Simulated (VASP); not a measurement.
```yaml
crystal:
  lattice:
    - [0.00000, 1.88737, 1.88737]
    - [1.85906, 0.00000, 1.88737]
    - [1.85906, 1.88737, 0.00000]
  atoms:
    - { symbol: Rh, position: [0.00000, 0.00000, 0.00000] }
```

All values below come from PBEsol GGA, VASP's PBE PAW potentials (set 64) (plane waves; VASP). Settings: 480 eV cut-off, 16×16×16 Γ-centred mesh, first-order Methfessel-Paxton smearing of 0.10 eV, potentials Rh_pv.

Question: Give the stress tensor in GPa (positive for a compressed cell).

Answer: 
```
8.72  0.00  0.00
0.00  4.69  0.00
0.00  0.00  4.69
```
The pressure is its mean diagonal, 6.03 GPa.

The compound is Rh in the fcc structure. This cell was strained or had an atom moved on purpose.
